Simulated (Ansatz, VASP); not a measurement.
# Ti36HCO74 (TiO2(101) slab with HCOO): VASP beside Ansatz

Aim: how closely do two programs agree when they are given the same cell, functional and k mesh? The cell is taken from a series of runs on this material, whose earlier steps may have relaxed, scaled, displaced or heated it; both programs get it as it stands.

Calculated with Ansatz 0.2.0; plane waves, with VASP 6.6.1 beside it; PBE with D3(BJ).

## 1. The starting structure

The cell holds 112 atoms: 36 Ti, 74 O, 1 C and 1 H. Its edges and angles: a = 11.355 Å, b = 10.239 Å, c = 25.026 Å, α = 90.0°, β = 90.0°, γ = 90.0°. It derives from TiO2 (anatase). As first built, before any earlier steps moved the atoms or strained the cell (in the runner's words): anatase TiO2 (cell 3.785, 3.785, 9.514, 90, 90, 90), (101) slab of 3 repeat layers, 3 x 1 surface cells; atoms within 3.17 A of the bottom held; 1 HCOO on bridge sites; displaced by a Gaussian of 0.03 A. Vacuum lies along c.

## 2. Ansatz: single point, PBE with D3(BJ)

Ansatz runs on its PAW soft_1 files.

A single point takes one fixed geometry, so differences don't come from the geometry; what else differs is listed under the comparison.

input.yaml

```yaml
crystal:
  lattice:
    - [11.355, 0.0, 0.0]
    - [0.0, 10.23926, 0.0]
    - [0.0, 0.0, 25.026]
  atoms:
    - { symbol: Ti, position: [0.00419, 0.07902, 0.26913] }
    - { symbol: Ti, position: [0.16556, 0.57512, 0.27003] }
    - { symbol: Ti, position: [0.16691, 0.29284, 0.30485] }
    - { symbol: Ti, position: [0.00259, 0.79367, 0.30324] }
    - { symbol: O, position: [0.00028, 0.25707, 0.29885] }
    - { symbol: O, position: [0.16784, 0.7596, 0.29944] }
    - { symbol: O, position: [0.16244, 0.47241, 0.33309] }
    - { symbol: O, position: [0.99915, 0.97106, 0.33537] }
    - { symbol: O, position: [0.99937, 0.62192, 0.27693] }
    - { symbol: O, position: [0.16661, 0.11259, 0.27425] }
    - { symbol: O, position: [0.16952, 0.40118, 0.23961] }
    - { symbol: O, position: [0.99832, 0.90247, 0.24001] }
    - { symbol: Ti, position: [0.00498, 0.93622, 0.41091] }
    - { symbol: Ti, position: [0.16508, 0.44426, 0.40984] }
    - { symbol: Ti, position: [0.16821, 0.16141, 0.44342] }
    - { symbol: Ti, position: [0.00459, 0.65758, 0.44373] }
    - { symbol: O, position: [0.99942, 0.12215, 0.4392] }
    - { symbol: O, position: [0.16189, 0.62183, 0.43721] }
    - { symbol: O, position: [0.16796, 0.34073, 0.47411] }
    - { symbol: O, position: [0.0012, 0.83591, 0.47288] }
    - { symbol: O, position: [0.99882, 0.48215, 0.41566] }
    - { symbol: O, position: [0.16888, 0.97995, 0.41447] }
    - { symbol: O, position: [0.16208, 0.26712, 0.37993] }
    - { symbol: O, position: [0.99767, 0.76681, 0.3805] }
    - { symbol: Ti, position: [0.00089, 0.80968, 0.54977] }
    - { symbol: Ti, position: [0.16431, 0.31211, 0.55057] }
    - { symbol: Ti, position: [0.16984, 0.02299, 0.58294] }
    - { symbol: Ti, position: [0.99781, 0.52264, 0.58749] }
    - { symbol: O, position: [0.99853, 0.98286, 0.57826] }
    - { symbol: O, position: [0.16663, 0.486, 0.58008] }
[... 76 atom lines left out ...]
    - { symbol: O, position: [0.83871, 0.12606, 0.52124] }
    - { symbol: O, position: [0.67, 0.6264, 0.52225] }
    - { symbol: C, position: [0.08284, 0.27566, 0.71522] }
    - { symbol: O, position: [0.16632, 0.20953, 0.69372] }
    - { symbol: O, position: [0.00111, 0.3347, 0.69431] }
    - { symbol: H, position: [0.0842, 0.27134, 0.76157] }
kpoints:
  mp_grid: { grid: [1, 1, 1] }
hamiltonian:
  xc: pbe
  dispersion: d3bj
  pseudopotentials: { kind: paw, azcp: { folder: soft_1 } }
scf:
  occupations: { method: gaussian, width: 0.025 }
output:
  forces: true
```

Run with:

```bash
> ansatz run input.yaml --threads 4 --pin off --max-ram 15872MiB --backend cpu --events-out ev --progress --plain --runs-dir out
```

Numbers of over 12 decimals in the logs are rounded to 6 here.

The program printed:

```text
Engine: ansatz 0.2.0, aarch64-unknown-linux-gnu
Pseudopotentials: kind: paw
Pseudopotential: Ti, paw, valence charge 12, recommended cutoff 420 eV (normal), soft_1/Ti.paw.azcp
Pseudopotential: O, paw, valence charge 6, recommended cutoff 420 eV (normal), soft_1/O.paw.azcp
Pseudopotential: C, paw, valence charge 4, recommended cutoff 420 eV (normal), soft_1/C.paw.azcp
Pseudopotential: H, paw, valence charge 1, recommended cutoff 420 eV (normal), soft_1/H.paw.azcp
Functional definition: PBE
  parameter kappa = 0.804
  parameter beta = 0.066725
  exchange = pbe_x(kappa = kappa, mu = beta*pi^2/3)
  correlation = pbe_c(beta = beta)
Crystal: 112 atoms, lattice volume = 2909.693 Å³
Basis set: ecut = 420 eV, 56841 PW (Γ), exchange–correlation on 160×144×360 points (8 copies of the dense FFT grid, shifted against one another)
Bands: 553, of which v1, the nominal top of the filled ones, is band 441 counted from 1 (440 counted from 0)
Symmetry: 1 space group operations
Space group: P1 (ITA 1), of the structure as read, at distance tolerance 1.4e-4 Å
k-points: 1
Non-local potential: Ti, projectors of the file, l = 0: 3, l = 1: 2, l = 2: 3, l = 3: 1
Non-local potential: O, projectors of the file, l = 0: 2, l = 1: 2, l = 2: 1
Non-local potential: C, projectors of the file, l = 0: 2, l = 1: 2, l = 2: 1
Non-local potential: H, projectors of the file, l = 0: 2, l = 1: 1
PAW form: soft (Blöchl's): semilocal exchange-correlation on the pseudo side does not see the compensation charge
PAW one-centre angular grid: Ti, 590 points (default); XC on 64 Gauss nodes
PAW one-centre angular grid: O, 110 points (default); XC on 64 Gauss nodes
PAW one-centre angular grid: C, 110 points (default); XC on 64 Gauss nodes
PAW one-centre angular grid: H, 110 points (default); XC on 64 Gauss nodes
Initial density: superposition of atomic densities (neutral atoms: chi_scale 0, normalization atom)
Initial wavefunctions: pseudopotential atomic-orbital guess
Functional: x = pbe(κ = 0.804, μ = 0.219515), c = pbe(β = 0.066725)
SCF iter   1: F=—  HF=-132576.575219 eV  |F-HF|=—  |Δ(HF+E_count)|=         —  Δρ=1.56e-1  dr2=7.51e2  ethr=3.10e-3  ⟨swp⟩=6.0  Hψ=1919  notcnv=0  defer=42
preconditioner: auto → LDOS  [insulator: Δε(μ)=1.294 eV  Ē_g=12.995 eV  σ=0.025 eV  W_gap=0.50  n_scr=554 (ndim 8)  ℏωp=16.8 eV  f_vac=0.517  D(μ)=45.14/eV (n_scr^D=226)  ε∞_Penn≈2.7  β→1.0]
SCF iter   2: F=—  HF=-135312.194920 eV  |F-HF|=—  |Δ(HF+E_count)|=    2.74e3  Δρ=8.03e-1  dr2=2.16e4  ethr=3.10e-3  ⟨swp⟩=15.0  Hψ=2444  notcnv=0  defer=105  recentre
SCF iter   3: F=—  HF=-132467.531476 eV  |F-HF|=—  |Δ(HF+E_count)|=    2.84e3  Δρ=9.36e-2  dr2=3.04e2  ethr=3.10e-3  ⟨swp⟩=9.0  Hψ=2278  notcnv=0  defer=107
SCF iter   4: F=—  HF=-132411.936314 eV  |F-HF|=—  |Δ(HF+E_count)|=    5.56e1  Δρ=4.46e-2  dr2=7.00e1  ethr=3.10e-3  ⟨swp⟩=9.0  Hψ=2197  notcnv=0  defer=65
automatic band count: iteration 4 solves 511 bands in place of 553: the levels show a gap, and the empty bands left out lie too high to hold charge; the band table lists the bands solved (type scf.n_extra_bands for more)
SCF iter   5: F=—  HF=-132400.962409 eV  |F-HF|=—  |Δ(HF+E_count)|=    1.10e1  Δρ=2.87e-2  dr2=2.84e1  ethr=3.10e-3  ⟨swp⟩=4.0  Hψ=829  notcnv=0  defer=66
SCF iter   6: F=—  HF=-132395.307481 eV  |F-HF|=—  |Δ(HF+E_count)|=    5.65e0  Δρ=1.38e-2  dr2=6.73e0  ethr=3.10e-3  ⟨swp⟩=4.0  Hψ=829  notcnv=0  defer=66
SCF iter   7: F=—  HF=-132394.726364 eV  |F-HF|=—  |Δ(HF+E_count)|=   5.81e-1  Δρ=9.90e-3  dr2=2.66e0  ethr=7.64e-4  ⟨swp⟩=4.0  Hψ=825  notcnv=0  defer=66
SCF iter   8: F=—  HF=-132394.715928 eV  |F-HF|=—  |Δ(HF+E_count)|=   1.04e-2  Δρ=8.81e-3  dr2=2.00e0  ethr=3.02e-4  ⟨swp⟩=5.0  Hψ=685  notcnv=0  defer=66
SCF iter   9: F=—  HF=-132394.611490 eV  |F-HF|=—  |Δ(HF+E_count)|=   1.04e-1  Δρ=7.23e-3  dr2=1.31e0  ethr=2.27e-4  ⟨swp⟩=2.0  Hψ=597  notcnv=0  defer=66
SCF iter  10: F=—  HF=-132394.582090 eV  |F-HF|=—  |Δ(HF+E_count)|=   2.94e-2  Δρ=6.41e-3  dr2=1.03e0  ethr=1.49e-4  ⟨swp⟩=3.0  Hψ=521  notcnv=0  defer=66
[...]
SCF iter  79: F=—  HF=-132394.547898 eV  |F-HF|=—  |Δ(HF+E_count)|=   4.11e-8  Δρ=4.90e-6  dr2=1.01e-6  ethr=1.49e-10  ⟨swp⟩=2.0  Hψ=672  notcnv=0  defer=66
SCF iter  80: F=—  HF=-132394.547898 eV  |F-HF|=—  |Δ(HF+E_count)|=   1.02e-7  Δρ=4.61e-6  dr2=7.94e-7  ethr=1.14e-10  ⟨swp⟩=2.0  Hψ=672  notcnv=0  defer=66
SCF iter  81: F=—  HF=-132394.547897 eV  |F-HF|=—  |Δ(HF+E_count)|=   1.54e-7  Δρ=4.38e-6  dr2=6.37e-7  ethr=9.01e-11  ⟨swp⟩=2.0  Hψ=668  notcnv=0  defer=66
SCF iter  82: F=—  HF=-132394.547898 eV  |F-HF|=—  |Δ(HF+E_count)|=   5.26e-7  Δρ=3.69e-6  dr2=4.05e-7  ethr=7.23e-11  ⟨swp⟩=3.0  Hψ=669  notcnv=0  defer=66
SCF iter  83: F=—  HF=-132394.547898 eV  |F-HF|=—  |Δ(HF+E_count)|=   2.71e-7  Δρ=3.44e-6  dr2=3.40e-7  ethr=4.60e-11  ⟨swp⟩=2.0  Hψ=676  notcnv=0  defer=66
SCF iter  84: F=—  HF=-132394.547898 eV  |F-HF|=—  |Δ(HF+E_count)|=   2.18e-7  Δρ=3.24e-6  dr2=2.88e-7  ethr=3.86e-11  ⟨swp⟩=2.0  Hψ=508  notcnv=0  defer=66
SCF iter  85: F=—  HF=-132394.547899 eV  |F-HF|=—  |Δ(HF+E_count)|=   3.46e-7  Δρ=2.66e-6  dr2=1.75e-7  ethr=3.26e-11  ⟨swp⟩=3.0  Hψ=669  notcnv=0  defer=66
SCF iter  86: F=—  HF=-132394.547899 eV  |F-HF|=—  |Δ(HF+E_count)|=   1.14e-7  Δρ=2.39e-6  dr2=1.34e-7  ethr=1.99e-11  ⟨swp⟩=2.0  Hψ=679  notcnv=0  defer=66
SCF iter  87: F=—  HF=-132394.547899 eV  |F-HF|=—  |Δ(HF+E_count)|=   1.31e-7  Δρ=2.21e-6  dr2=1.26e-7  ethr=1.53e-11  ⟨swp⟩=2.0  Hψ=595  notcnv=0  defer=66
SCF iter  88: F=-132394.547900 eV  HF=-132394.547899 eV  |F-HF|=6.21e-7  |Δ(HF+E_count)|=   1.63e-7  Δρ=1.89e-6  dr2=9.81e-8  ethr=1.14e-11  ⟨swp⟩=15.0  Hψ=2761  notcnv=0
SCF 1 converged in 88 iterations: F = -132394.547900 eV  dr2 = 9.81e-8
  greatest PAW one-centre occupation: 0.999 electrons in one spin orbital (limit 2), on the Ti atom at site 48 (counted from 0), in its partial waves of l = 0
SCF converged after 88 iterations
Free energy (F): -132394.547900 eV
Harris-Foulkes:  -132394.547899 eV  (|F-HF|=6.21e-7)
Internal energy: -132394.533795 eV  (E = F + TS)
E sigma→0 (E₀):  -132394.540847 eV
Entropy (-TS):   -0.014105 eV (-0.126 meV/atom)
Fermi energy:    0.198397 eV
--- Per-component energies (eV) ---
  E_band       = -15318.407983
  E_kinetic    = 22585.598989
  E_local      = -899876.476055  (includes V_loc(G=0)·N_el)
  E_nonlocal   = 5958.243650
  E_hartree    = 438710.520239
  E_xc         = -9547.094133
  E_vxc        = -12079.094369  (∫ρ·V_xc dr)
  E_paw        = -49567.930137  (= ΣΔE_a)
  E_vpaw       = -9327.743854  (= ΣTr[D̂ρ^β])
  E_aug_tail   = 0.053166  (compensation charges beyond the density's cutoff)
  E_ewald      = 359362.343573
  E_disp       = -19.793086  (pairwise vdW)
  E_smearing   = -0.014105  (= −TS)
  E_closure    = -0.000000  (closes the sum)
  Σ components = -132394.547900   (vs F -132394.547900, Δ=0.00e0)
--- Forces (eV/Å), atoms counted from 1 ---
  atom   1  Ti    -1.42123988    -4.26176652     2.08060788
  atom   2  Ti     0.01503841    -3.40785234     1.43037883
  atom   3  Ti     0.01004074     1.53301601    -1.90800341
  atom   4  Ti    -0.53306550     2.70836897    -0.81906875
  atom   5  O      0.47605839     0.21042173    -0.00428158
  atom   6  O     -0.65728814    -0.36994767    -0.25750664
  atom   7  O      0.12060118     1.29704898    -0.30256492
  atom   8  O      0.29195368     1.77582994    -1.54249316
  atom   9  O      0.28718222    -1.78488849    -1.67799318
  atom  10  O      0.33412877     0.05114902    -0.95729714
  atom  11  O     -0.10901959     1.72503946     0.97554489
  atom  12  O      0.22507459     1.64544247     0.81017053
  atom  13  Ti    -1.06791837     1.14635250    -0.17211383
  atom  14  Ti     0.24093905     0.15516350     0.37319485
  atom  15  Ti    -0.67072434    -0.32271005    -0.06162274
  atom  16  Ti    -0.95710576     0.40016636     0.10892835
  atom  17  O      0.60930956     0.67847727     0.32830923
  atom  18  O      1.37247263     0.42441502     0.14120586
  atom  19  O     -0.02742782    -0.16799525    -0.25703377
  atom  20  O      0.17211340     0.49287880     0.32111834
  atom  21  O     -0.22646895    -0.70578577    -0.17175297
  atom  22  O     -0.12790500     0.23265525     0.07103446
  atom  23  O      0.26253099    -0.57296144     0.47819853
  atom  24  O      0.05806168    -1.02099007    -0.06016124
[...]
atom 105  O      0.97566732     0.29866081     0.08055935
  atom 106  O     -1.01752549     1.11296246     0.10915517
  atom 107  O     -0.26677583    -0.51344403     0.32665825
  atom 108  O     -0.05439301    -1.46364196    -0.19931135
  atom 109  C     -0.03050161    -0.50920033    -0.37228720
  atom 110  O      0.20978233     0.04114158     1.58364904
  atom 111  O     -0.33436954     0.86259256    -0.03846099
  atom 112  H      0.28901041    -0.07796303    -0.85306829
  max |Σ_I F_I| component: 1.81e-4 eV/Å
```

The column dr2 measures how far the density is from self-consistency, as an energy; F and HF (Harris–Foulkes) agree once it is small.

## 3. VASP: single point, PBE with D3(BJ)

The same cell, functional, mesh and smearing now go to VASP, with its own data sets.

Lines of VASP's logs that name or quote its potential files are left out, and so is its time.

INCAR

```
SYSTEM = Ti36HCO74
PREC = Accurate
ENCUT = 520
EDIFF = 1E-06
NELM = 120
ISMEAR = 0
SIGMA = 0.025
LREAL = Auto
ALGO = Normal
GGA = PE
IVDW = 12
NBANDS = 528
LASPH = .TRUE.
LORBIT = 11
LWAVE = .FALSE.
LCHARG = .FALSE.
ISIF = 2
GGA_COMPAT = .FALSE.
NCORE = 4
```

POSCAR

```
Ti36HCO74
1.0
   11.3550000000      0.0000000000      0.0000000000
    0.0000000000     10.2392600000      0.0000000000
    0.0000000000      0.0000000000     25.0260000000
Ti O C H
36 74 1 1
Direct
    0.0041900000      0.0790200000      0.2691300000
    0.1655600000      0.5751200000      0.2700300000
    0.1669100000      0.2928400000      0.3048500000
    0.0025900000      0.7936700000      0.3032400000
    0.0049800000      0.9362200000      0.4109100000
    0.1650800000      0.4442600000      0.4098400000
    0.1682100000      0.1614100000      0.4434200000
    0.0045900000      0.6575800000      0.4437300000
    0.0008900000      0.8096800000      0.5497700000
    0.1643100000      0.3121100000      0.5505700000
    0.1698400000      0.0229900000      0.5829400000
    0.9978100000      0.5226400000      0.5874900000
    0.3331000000      0.0782000000      0.2694200000
    0.4963200000      0.5792700000      0.2694700000
    0.5014000000      0.2959400000      0.3034800000
    0.3295500000      0.7956500000      0.3027700000
    0.3335000000      0.9501900000      0.4078600000
    0.4982600000      0.4404300000      0.4102800000
    0.5046700000      0.1612800000      0.4430100000
    0.3356900000      0.6617500000      0.4456000000
    0.3323800000      0.8084300000      0.5483600000
    0.4973400000      0.3048000000      0.5496800000
    0.5000100000      0.0306300000      0.5847700000
    0.3337400000      0.5234600000      0.5858400000
    0.6649800000      0.0868200000      0.2696100000
    0.8304200000      0.5846200000      0.2686300000
    0.8341000000      0.2976800000      0.3041800000
    0.6662600000      0.7965600000      0.3036900000
    0.6659200000      0.9419300000      0.4108200000
    0.8314700000      0.4425800000      0.4115100000
[... 76 atom lines left out ...]
    0.8387100000      0.1260600000      0.5212400000
    0.6700000000      0.6264000000      0.5222500000
    0.1663200000      0.2095300000      0.6937200000
    0.0011100000      0.3347000000      0.6943100000
    0.0828400000      0.2756600000      0.7152200000
    0.0842000000      0.2713400000      0.7615700000
```

KPOINTS

```
Automatic mesh
0
Gamma
1 1 1
0 0 0
```

Potentials, in the order of the species: Ti_sv, O, C and H (PBE family, release 64).

Run with:

```bash
> mpirun -np 16 vasp_gam
```

The program printed:

```text
[banner, memory and clock lines left out]
running   16 mpi-ranks, on    1 nodes
[...]
LDA part: xc-table for (Slater+PW92), standard interpolation
 POSCAR, INCAR and KPOINTS ok, starting setup
[...]
entering main loop
       N       E                     dE             d eps       ncg     rms          rms(c)
DAV:   1     0.153626151755E+05    0.15363E+05   -0.49201E+05  1088   0.177E+03
DAV:   2     0.210345975379E+04   -0.13259E+05   -0.12675E+05  1152   0.548E+02
DAV:   3    -0.970701568764E+03   -0.30742E+04   -0.30131E+04  1344   0.245E+02
DAV:   4    -0.126958095741E+04   -0.29888E+03   -0.29809E+03  1488   0.823E+01
[...]
DAV:  34    -0.974848961833E+03   -0.22823E-05   -0.14060E-07   616   0.496E-04    0.180E-04
DAV:  35    -0.974848963084E+03   -0.12515E-05   -0.93507E-08   640   0.386E-04    0.137E-04
DAV:  36    -0.974848963767E+03   -0.68273E-06   -0.66618E-08   616   0.304E-04
   1 F= -.99463960E+03 E0= -.99463255E+03  d E =-.141047E-01
```

From OUTCAR (step 3):

```text
  FREE ENERGIE OF THE ION-ELECTRON SYSTEM (eV)
  ---------------------------------------------------
  free  energy   TOTEN  =      -994.6396044036 eV

  energy  without entropy=     -994.6254996640  energy(sigma->0) =     -994.63255203
```

This run has no spin polarisation, so a moment on Ti, if there is one, isn't seen. Its electron count is odd, so without a moment it is a metal by construction.

## 4. Side by side

Known differences besides the potentials themselves: the cutoff is 420 eV in Ansatz and 520 eV in VASP (PREC = Accurate, projectors in real space). Total energies have different zeros and are not compared.

Forces on 10 of the 112 atoms, those with the largest forces and the largest differences (eV/Å; atoms numbered as in POSCAR):

```
atom          Ansatz x, y, z           VASP x, y, z
 Ti1   -1.421, -4.262, 2.081  -1.437, -4.249, 2.048
Ti12    0.673, 4.759, -1.160   0.704, 4.775, -1.104
Ti13    0.272, -3.724, 1.297   0.284, -3.703, 1.230
Ti24    0.693, 4.461, -1.255   0.688, 4.460, -1.208
Ti25    1.089, -5.268, 1.658   1.105, -5.295, 1.599
Ti26    0.038, -3.701, 2.236   0.062, -3.724, 2.176
Ti36   -1.021, 3.791, -1.417  -1.025, 3.770, -1.349
O109     0.210, 0.041, 1.584   0.447, -0.127, 1.434
O110   -0.334, 0.863, -0.038  -0.664, 1.090, -0.230
C111  -0.030, -0.509, -0.372  0.065, -0.563, -0.062
```

The forces differ by 43 meV/Å r.m.s., which is 3.6 % of the r.m.s. force of 1.180 eV/Å (both taken over all components). Where the cell holds vacuum, a pressure given here is an average over it and none of the material.

## 5. Results

```json
{
  "r.m.s. force difference (single point, PBE with D3(BJ))": "3.6 % of the r.m.s. force"
}
```

**Reading.** The r.m.s. force difference is 3.6 % of the r.m.s. force (single point, PBE with D3(BJ)), beyond the 3 % picked in this series as the mark of a large difference. What causes the difference of the single point, PBE with D3(BJ) pair stays open here. Such differences can come from data sets, numerical settings and the points named under the comparisons, not from the functional's error against experiment.

[Lines on the potential files, build, host, timing and source positions are cut from VASP's logs without a mark.]

[Logs are printed without paths, hosts, clocks, repeated set-up lines and the standing remarks that a program may print on its own settings, such as how far it seeks lower states.]

[Hosts, paths, dates, database ids (printed as entryN), source tags and the programs' standing remarks are cut or masked in the printed files.]
